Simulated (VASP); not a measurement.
VASP input:

File POSCAR:
```
RuSe
1
    0.0000000000     2.8728000000     2.8728000000
    2.8728000000     0.0000000000     2.8728000000
    2.8728000000     2.8728000000     0.0000000000
Ru Se
1 1
Direct
  0.0000000000   0.0000000000   0.0000000000
  0.5000000000   0.5000000000   0.5000000000
```

**INCAR**
```
! general
SYSTEM =RuSe
PREC   =Accurate
ENCUT  =400
LREAL  =F
LASPH  =T

! electronic loop
EDIFF  =1E-6
NELM   =100
ALGO   =Normal
LMAXMIX=4

! smearing
ISMEAR =1
SIGMA  =0.1

! functional
GGA    =PE

! ions
IBRION =2
NSW    =60
ISIF   =3
EDIFFG =-0.01

! output
LWAVE  =F
LCHARG =F
```

File KPOINTS:
```
Automatic mesh
0
Gamma
10 10 10
0 0 0
```

POTCAR, in this order: Ru_pv Se (PBE.64 set). Program: vasp_std.

Write an equivalent input for Quantum ESPRESSO's pw.x.

One equivalent input (not run):
```
&CONTROL
  calculation = 'vc-relax'
  pseudo_dir = './pseudo'
  outdir = './out'
  tprnfor = .true.
  tstress = .true.
  nstep = 60
  forc_conv_thr = 0.00039
/
&SYSTEM
  ibrav = 0
  nat = 2
  ntyp = 2
  ecutwfc = 86
  occupations = 'smearing'
  smearing = 'methfessel-paxton'
  degauss = 0.00735
  input_dft = 'pbe'
/
&ELECTRONS
  conv_thr = 7.3e-08
  electron_maxstep = 100
/
&IONS
/
&CELL
/
ATOMIC_SPECIES
  Ru 101.070 Ru.upf
  Se 78.971 Se.upf
CELL_PARAMETERS angstrom
     0.0000000    2.8728000    2.8728000
     2.8728000    0.0000000    2.8728000
     2.8728000    2.8728000    0.0000000
ATOMIC_POSITIONS crystal
  Ru   0.0000000  0.0000000  0.0000000
  Se   0.5000000  0.5000000  0.5000000
K_POINTS automatic
  10 10 10 0 0 0
```
What does not carry over: the potentials are each code's own (VASP's PAW set, PseudoDojo norm-conserving files in pw.x), so ENCUT and ecutwfc are chosen apart and not converted; conv_thr bounds pw.x's estimated SCF error, while EDIFF bounds the energy change between steps; forc_conv_thr acts on force components and is met together with etot_conv_thr.

The structure was generated: RuSe was put into the rock salt type (Fm-3m), which need not be its known phase. This run relaxes it. Symmetry was kept, so distortions that lower it aren't found.
